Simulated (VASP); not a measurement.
Consider the following.

Space group Pm-3m (No. 221); a = b = c = 3.985 Å, α = β = γ = 90.00°

| atom | site | symmetry | x | y | z |
|---|---|---|---|---|---|
| K | 1a | m-3m | 0.0000 | 0.0000 | 0.0000 |
| Ta | 1b | m-3m | 0.5000 | 0.5000 | 0.5000 |
| O | 3c | 4/mm.m | 0.0000 | 0.5000 | 0.5000 |

Computed with SCAN meta-GGA, VASP's PBE PAW potentials (set 64) (plane waves; VASP). Settings: 520 eV cut-off, 6×6×6 Γ-centred mesh, Gaussian smearing of 0.050 eV, potentials K_sv Ta_pv O.

**Question.** Give the energy at these volumes per atom, relative to the lowest: 11.88, 12.26, 12.64, 13.02, 13.40 Å³.

**Answer.** 35.1, 8.6, 0.0, 6.7, 26.4 meV/atom. A third-order Birch-Murnaghan fit gives B0 = 213 GPa and B0′ = 4.4.

Measured: bulk modulus 220 GPa (computed value off by -3.0 %), as given by S. Tinte et al., Physical review. B, Condensed matter (1998), arXiv:cond-mat/9809379. The calculation is for a static lattice, while the measured bulk modulus holds thermal and zero-point effects, which are part of the difference.

The compound is KTaO3 in the cubic perovskite structure. It was relaxed first.
